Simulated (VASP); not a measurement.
# B4CCl6O (R3m) in VASP: single point with PBE

Aim: the single point of B4CCl6O with PBE.

Program: VASP 6.6.1. These are calculated values, not measurements. Logs are shortened: lines on timing, memory, paths and dates and some standing lists are left out, and cuts for length are marked.

## 1. Starting point

Symmetry: R3m, No. 160, trigonal system. Conventional cell: a = 10.306 Å, b = 10.306 Å, c = 7.021 Å, α = 90.00°, β = 90.00°, γ = 120.00°. B (site symmetry 3m) has 1 C at 1.49 Å and 3 B at 1.69 Å as nearest neighbours. B (site symmetry m) has 1 B at 1.69 Å and 2 Cl at 1.74 to 1.75 Å as nearest neighbours. C (site symmetry 3m) has 1 O at 1.13 Å as nearest neighbours. Around O (site symmetry 3m) lie 1 C at 1.13 Å. Around Cl (site symmetry m) lie 1 B at 1.74 Å. Cl (site symmetry m) is surrounded by 1 B at 1.75 Å.

## 2. Single point, PBE

INCAR reads:

```
PREC = Accurate ; ENCUT = 520
EDIFF = 1E-7 ; ISMEAR = -1
SIGMA = 0.1 ; LREAL = False
LASPH = True ; NELM = 100
ALGO = Fast ; ISIF = 2
LWAVE = False ; LCHARG = False
GGA = PE ; NBANDS = 44
```

KPOINTS reads:

```
Automatic mesh
0
Gamma
  5 5 5
```

POSCAR reads:

```
B4CCl6O
1.0
    5.1531663997      2.9751820081      2.3403387048
   -5.1531663997      2.9751820081      2.3403387048
    0.0000000000     -5.9503640161      2.3403387048
B C O Cl
4 1 1 6
Direct
    0.2997261340      0.2997261340      0.2997261340
    0.3212753554      0.3212753554      0.0497444846
    0.0497444846      0.3212753554      0.3212753554
    0.3212753554      0.0497444846      0.3212753554
    0.5113616578      0.5113616578      0.5113616578
    0.6730054161      0.6730054161      0.6730054161
    0.1069259939      0.1069259939      0.7592264490
    0.7592264490      0.1069259939      0.1069259939
    0.1069259939      0.7592264490      0.1069259939
    0.5619872470      0.5619872470      0.0742586658
    0.0742586658      0.5619872470      0.5619872470
    0.5619872470      0.0742586658      0.5619872470
```

Potentials or basis: VASP PAW PBE potentials, release 64 (B, C, O, Cl).

Command:

```
$ cat potpaw_PBE.64/B/POTCAR potpaw_PBE.64/C/POTCAR potpaw_PBE.64/O/POTCAR potpaw_PBE.64/Cl/POTCAR > POTCAR
$ mpirun -np 1 vasp_std > vasp.out
```

OUTCAR:

```text
PREC = Accurate
   ENCUT = 520
   EDIFF = 1E-7
   ISMEAR = -1
   LREAL = False
   LASPH = True
   NELM = 100
   ISIF = 2
   GGA = PE

 ion  position               nearest neighbor table
   1  0.300  0.300  0.300-   5 1.49   2 1.69   4 1.69   3 1.69
   2  0.321  0.321  0.050-   1 1.69   7 1.74  10 1.75
   3  0.050  0.321  0.321-   1 1.69   8 1.74  11 1.75
   4  0.321  0.050  0.321-   1 1.69   9 1.74  12 1.75
   5  0.511  0.511  0.511-   6 1.13   1 1.49
   6  0.673  0.673  0.673-   5 1.13
   7  0.107  0.107  0.759-   2 1.74
   8  0.759  0.107  0.107-   3 1.74
   9  0.107  0.759  0.107-   4 1.74
  10  0.562  0.562  0.074-   2 1.75
  11  0.074  0.562  0.562-   3 1.75
  12  0.562  0.074  0.562-   4 1.75

  LATTYP: Found a trigonal (rhomboedric) cell.
 ALAT       =     6.3940610865
 COS(alpha) =    -0.2990467071

  Lattice vectors:

 A1 = (   5.1531663997,   2.9751820081,   2.3403387048)
 A2 = (  -5.1531663997,   2.9751820081,   2.3403387048)
 A3 = (   0.0000000000,  -5.9503640161,   2.3403387048)

Analysis of symmetry for initial positions (statically):
=====================================================================
 Subroutine PRICEL returns:
 Original cell was already a primitive cell.

 Routine SETGRP: Setting up the symmetry group for a
 trigonal (rhombohedral) supercell.

 Subroutine GETGRP returns: Found  6 space group operations
 (whereof  6 operations were pure point group operations)
 out of a pool of 12 trial point group operations.

The static configuration has the point symmetry C_3v.

Analysis of symmetry for dynamics (positions and initial velocities):
=====================================================================
 Subroutine PRICEL returns:
 Original cell was already a primitive cell.

 Routine SETGRP: Setting up the symmetry group for a
 trigonal (rhombohedral) supercell.

 Subroutine GETGRP returns: Found  6 space group operations
 (whereof  6 operations were pure point group operations)
 out of a pool of 12 trial point group operations.

The dynamic configuration has the point symmetry C_3v.

 Subroutine INISYM returns: Found  6 space group operations
 (whereof  6 operations are pure point group operations),
 and found     1 'primitive' translations

----------------------------------------------------------------------------------------

                                     Primitive cell

  volume of cell :     215.2869

  direct lattice vectors                    reciprocal lattice vectors
     5.153166400  2.975182008  2.340338705     0.097027723  0.056018982  0.142429526
    -5.153166400  2.975182008  2.340338705    -0.097027723  0.056018982  0.142429526
     0.000000000 -5.950364016  2.340338705     0.000000000 -0.112037964  0.142429526

  length of vectors
     6.394061086  6.394061086  6.394061086     0.181214446  0.181214446  0.181214446

  position of ions in fractional coordinates (direct lattice)
     0.299726134  0.299726134  0.299726134
     0.321275355  0.321275355  0.049744485
     0.049744485  0.321275355  0.321275355
     0.321275355  0.049744485  0.321275355
     0.511361658  0.511361658  0.511361658
     0.673005416  0.673005416  0.673005416
     0.106925994  0.106925994  0.759226449
     0.759226449  0.106925994  0.106925994
     0.106925994  0.759226449  0.106925994
     0.561987247  0.561987247  0.074258666
     0.074258666  0.561987247  0.561987247
     0.561987247  0.074258666  0.561987247

  ion indices of the primitive-cell ions
   primitive index   ion index
                 1           1
                 2           2
                 3           3
                 4           4
                 5           5
                 6           6
                 7           7
                 8           8
                 9           9
                10          10
                11          11
                12          12

----------------------------------------------------------------------------------------

 KPOINTS: Automatic mesh

Automatic generation of k-mesh.
 Grid dimensions read from file:
 generate k-points for:    5    5    5

 Generating k-lattice:

  Cartesian coordinates                     Fractional coordinates (reciprocal lattice)
     0.019405545  0.011203796  0.028485905     0.200000000 -0.000000000  0.000000000
    -0.019405545  0.011203796  0.028485905    -0.000000000  0.200000000  0.000000000
     0.000000000 -0.022407593  0.028485905    -0.000000000 -0.000000000  0.200000000

  Length of vectors
     0.036242889  0.036242889  0.036242889

  Shift w.r.t. Gamma in fractional coordinates (k-lattice)
     0.000000000  0.000000000  0.000000000

 Subroutine IBZKPT returns following result:
 ===========================================

 Found     19 irreducible k-points:

 Following reciprocal coordinates:
            Coordinates               Weight
  0.000000  0.000000  0.000000      1.000000
  0.200000  0.000000  0.000000      6.000000
  0.400000  0.000000  0.000000      6.000000
  0.200000  0.200000  0.000000      6.000000
  0.400000  0.200000 -0.000000     12.000000
 -0.400000  0.200000  0.000000     12.000000
[... 11 lines left out ...]
  0.400000  0.400000  0.400000      2.000000
 -0.400000  0.400000  0.400000      6.000000
   k-points           NKPTS =     19   k-points in BZ     NKDIM =     19   number of bands    NBANDS=     44
   number of dos      NEDOS =    301   number of ions     NIONS =     12
   total plane-waves  NPLWV = 110592
   dimension x,y,z NGX =    48 NGY =   48 NGZ =   48
   dimension x,y,z NGXF=    96 NGYF=   96 NGZF=   96
   ions per type =               4   1   1   6
   NGX,Y,Z   is equivalent  to a cutoff of  12.48, 12.48, 12.48 a.u.
   NGXF,Y,Z  is equivalent  to a cutoff of  24.96, 24.96, 24.96 a.u.
 SYSTEM =  unknown system
   PREC   = accura    normal or accurate (medium, high low for compatibility)
   ISTART =      0    job   : 0-new  1-cont  2-samecut
   ICHARG =      2    charge: 1-file 2-atom 10-const
   ISPIN  =      1    spin polarized calculation?
   LNONCOLLINEAR =      F non collinear calculations
   LSORBIT =      F    spin-orbit coupling
   LASPH  =      T    aspherical Exc in radial PAW
   ENCUT  =  520.0 eV  38.22 Ry    6.18 a.u.  11.89 11.89 11.89*2*pi/ulx,y,z
   NELM   =    100;   NELMIN=  2; NELMDL= -5     # of ELM steps
   EDIFF  = 0.1E-06   stopping-criterion for ELM
   LREAL  =      F    real-space projection
   EDIFFG = 0.1E-05   stopping-criterion for IOM
   NSW    =      0    number of steps for IOM
   IBRION =     -1    ionic relax: 0-MD 1-quasi-New 2-CG
   NFREE  =      0    steps in history (QN), initial steepest desc. (CG)
   ISIF   =      2    stress and relaxation
   ISYM   =      2    0-nonsym 1-usesym 2-fastsym
   POTIM  = 0.5000    time-step for ionic-motion
   TEBEG  =    0.0;   TEEND  =   0.0 temperature during run
   PSTRESS=    0.0 pullay stress
   NELECT =      64.0000    total number of electrons
   NUPDOWN=      -1.0000    fix difference up-down
   EMIN   =  10.00;   EMAX   =-10.00  energy-range for DOS
   EFERMI =   0.00;   METHOD = LEGACY
   ISMEAR =    -1;   SIGMA  =   0.10  broadening in eV -4-tet -1-fermi 0-gaus
   EFERMI_NEDOS =   21; number of points for ismear=-14 and -15
   IALGO  =     68    algorithm
   IMIX   =      4    mixing-type and parameters
     AMIX     =   0.40;   BMIX     =  1.00
     AMIX_MAG =   1.60;   BMIX_MAG =  1.00
  volume/ion in A,a.u.               =      17.94       121.07
  Fermi-wavevector in a.u.,A,eV,Ry     =   1.092603  2.064720 16.242372  1.193781
  Thomas-Fermi vector in A             =   2.228871
   LORBIT       =      0    0 simple, 1 ext, 2 COOP (PROOUT), +10 PAW based schemes
   GGA     = PE    functional components
   LHFCALC =     F    Hartree Fock is set to
   AEXX    =    0.0000 exact exchange contribution
   IVDW    =     0    specifies the selected vdW correction
   LEPSILON=     F    determine dielectric tensor
   LRPA    =     F    only Hartree local field effects (RPA)
 non-spin polarized calculation
 RMM-DIIS sequential band-by-band and
  energy-cutoff  :      520.00
  volume of cell :      215.29
 maximum number of plane-waves:      5822
   NGX = 23   NGY = 23   NGZ = 23

 number of electron      63.9999998 magnetization

 Free energy of the ion-electron system (eV)
  ---------------------------------------------------
  ext. energy  EPLUGINS =         0.00000000
  ---------------------------------------------------
  free energy    TOTEN  =       -59.39646874 eV

  energy without entropy =      -59.39646872  energy(sigma->0) =      -59.39646873

 E-fermi :   2.4480     XC(G=0):  -8.6820

 val. band max:        0.4785783782   @ k =  -0.4000   0.4000   0.4000
 cond. band min:       4.3728313812   @ k =   0.2000   0.2000   0.2000
 fundamental gap:      3.8942530030
 Fermi energy:         2.4480304901

 k-point     1 :       0.0000    0.0000    0.0000
  band No.  band energies     occupation
      1     -22.3734      2.00000
      2     -14.8289      2.00000
      3     -14.2510      2.00000
      4     -14.2510      2.00000
      5     -13.6052      2.00000
      6     -13.6052      2.00000
[... 36 lines left out ...]
     43       9.7167      0.00000
     44       9.7299      0.00000

 k-point     2 :       0.2000    0.0000    0.0000
  band No.  band energies     occupation
      1     -22.3731      2.00000
      2     -14.7749      2.00000
      3     -14.2943      2.00000
      4     -14.2910      2.00000
      5     -13.6154      2.00000
      6     -13.5499      2.00000
[... 36 lines left out ...]
     43       9.5373      0.00000
     44       9.5800      0.00000

 k-point     3 :       0.4000    0.0000    0.0000
  band No.  band energies     occupation
      1     -22.3730      2.00000
      2     -14.6416      2.00000
      3     -14.4059      2.00000
      4     -14.3533      2.00000
      5     -13.6267      2.00000
      6     -13.5099      2.00000
[... 36 lines left out ...]
     43       9.3429      0.00000
     44       9.6380      0.00000

 k-point     4 :       0.2000    0.2000    0.0000
  band No.  band energies     occupation
      1     -22.3730      2.00000
      2     -14.6779      2.00000
      3     -14.3659      2.00000
      4     -14.3543      2.00000
      5     -13.5812      2.00000
      6     -13.5392      2.00000
[... 647 lines left out ...]
     43       9.1564      0.00000
     44       9.6624      0.00000

 k-point    18 :       0.4000    0.4000    0.4000
  band No.  band energies     occupation
      1     -22.3724      2.00000
      2     -14.4639      2.00000
      3     -14.4639      2.00000
      4     -14.4479      2.00000
      5     -13.5886      2.00000
      6     -13.5381      2.00000
[... 36 lines left out ...]
     43       9.0184      0.00000
     44       9.7166      0.00000

 k-point    19 :      -0.4000    0.4000    0.4000
  band No.  band energies     occupation
      1     -22.3725      2.00000
      2     -14.5173      2.00000
      3     -14.4272      2.00000
      4     -14.4146      2.00000
      5     -13.6066      2.00000
      6     -13.5881      2.00000
[... 36 lines left out ...]
     43       9.1338      0.00000
     44       9.8189      0.00000

------------------------ aborting loop because EDIFF is reached ----------------------------------------

  FORCE on cell =-STRESS in cart. coord.  units (eV):
  Direction    XX          YY          ZZ          XY          YZ          ZX
  --------------------------------------------------------------------------------------
  -------------------------------------------------------------------------------------
  Total        6.4829857      6.4829857      7.1185073      0.0000000      0.0000000      0.0000000
  in kB       48.2467402     48.2467402     52.9763271      0.0000000      0.0000000      0.0000000
  external PRESSURE =      49.8232692 kB  Pullay stress =       0.0000000 kB

 VOLUME and BASIS-vectors are now :
 -----------------------------------------------------------------------------
  energy-cutoff  :      520.00
  volume of cell :      215.29
      direct lattice vectors                 reciprocal lattice vectors
     5.153166400  2.975182008  2.340338705     0.097027723  0.056018982  0.142429526
    -5.153166400  2.975182008  2.340338705    -0.097027723  0.056018982  0.142429526
     0.000000000 -5.950364016  2.340338705     0.000000000 -0.112037964  0.142429526

 POSITION                                       TOTAL-FORCE (eV/Angst)
 -----------------------------------------------------------------------------------
      0.00000      0.00000      2.10438         0.000000      0.000000      0.022230
      0.00000      1.61571      1.62021         0.000000      0.073643     -0.024258
     -1.39924     -0.80785      1.62021        -0.063777     -0.036822     -0.024258
      1.39924     -0.80785      1.62021         0.063777     -0.036822     -0.024258
      0.00000      0.00000      3.59028         0.000000     -0.000000     -0.983693
      0.00000      0.00000      4.72518         0.000000      0.000000      0.960701
      0.00000     -3.88143      2.27733         0.000000     -0.019099      0.070365
      3.36141      1.94071      2.27733         0.016540      0.009549      0.070365
     -3.36141      1.94071      2.27733        -0.016540      0.009549      0.070365
      0.00000      2.90216      2.80427         0.000000     -0.049735     -0.045853
     -2.51335     -1.45108      2.80427         0.043072      0.024868     -0.045853
      2.51335     -1.45108      2.80427        -0.043072      0.024868     -0.045853
 -----------------------------------------------------------------------------------
    total drift:                                0.000000     -0.000001     -0.000610

  FREE ENERGIE OF THE ION-ELECTRON SYSTEM (eV)
  ---------------------------------------------------
  free  energy   TOTEN  =       -59.3964687359 eV

  energy  without entropy=      -59.3964687182  energy(sigma->0) =      -59.39646873
```

Run time: 4 min. Hardware: 1 thread of Intel Xeon Platinum 8488C (Sapphire Rapids), shared host; peak memory 0.4 GiB.

What came out:

- Free energy: -59.3965 eV
- Pressure: 5.0 GPa
- Largest force: 0.984 eV/Å
- Band gap on the k mesh: 3.89 eV, indirect (least direct gap 3.93 eV)

Forces in eV/Å, atoms in the order of the input:
```
B    0.000  0.000  0.022
B    0.000  0.074 -0.024
B   -0.064 -0.037 -0.024
B    0.064 -0.037 -0.024
C    0.000  0.000 -0.984
O    0.000  0.000  0.961
Cl   0.000 -0.019  0.070
Cl   0.017  0.010  0.070
Cl  -0.017  0.010  0.070
Cl   0.000 -0.050 -0.046
Cl   0.043  0.025 -0.046
Cl  -0.043  0.025 -0.046
```

Stress tensor (GPa, compression positive):
```
4.82 0.00 0.00
0.00 4.82 0.00
0.00 0.00 5.30
```

Levels at points of the mesh, in eV from the valence-band top:
```tsv
k point	band 28	band 29	band 30	band 31	band 32	band 33	band 34	band 35	band 36	band 37
(0.00, 0.00, 0.00)	-0.63	-0.63	-0.42	-0.29	-0.29	4.28	4.28	4.50	4.50	5.34
```

Caveat: the standard files for N, O and F lose accuracy on very short bonds; an odd mesh through Γ misses points on the zone boundary, where band edges often lie.
